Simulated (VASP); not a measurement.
Energy against volume of CoGa (CsCl type). Calculation: PBEsol GGA, VASP's PBE PAW potentials (set 64) (plane waves; VASP).

```json
[
 {"V (Å³/atom)": "10.778", "E (eV/atom)": "-5.85832"},
 {"V (Å³/atom)": "11.122", "E (eV/atom)": "-5.88028"},
 {"V (Å³/atom)": "11.466", "E (eV/atom)": "-5.88689"},
 {"V (Å³/atom)": "11.810", "E (eV/atom)": "-5.88057"},
 {"V (Å³/atom)": "12.153", "E (eV/atom)": "-5.86337"}
]
```

### Question
Fit a third-order Birch-Murnaghan equation of state.

### Answer

| Quantity | Value |
|---|---|
| volume per atom | 11.46 Å³/atom |
| bulk modulus | 201 GPa |
| pressure derivative of the bulk modulus | 4.71 |
| lattice constant a | 5.368 bohr |

The compound is CoGa in the CsCl type structure. It was relaxed first. The run is not spin-polarised, so no magnetic state was tried.
